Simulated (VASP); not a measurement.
Energy against volume of KF (rock salt). All values below come from vdW-DF-cx, VASP's PBE PAW potentials (set 64) (plane waves; VASP). Run with 520 eV cut-off, 9×9×9 Γ-centred mesh, Gaussian smearing of 0.050 eV, potentials K_sv F.

```tsv
V (Å³/atom)	E (eV/atom)
17.993	-2.09291
18.567	-2.09975
19.141	-2.10259
19.716	-2.10207
```

### Question
Fit these four points and predict the energy of the run at 20.290 Å³/atom.

### Answer
A cubic in V^(−2/3), the third-order Birch-Murnaghan form, passes through the four points with V0 = 19.33 Å³/atom and B0 = 30 GPa, and gives -2.0987 eV/atom there. The run gave -2.0988 eV/atom, -0.0 meV/atom from the fit; all five points give B0 = 30 GPa.

The compound is KF in the rock salt structure. It was relaxed first.
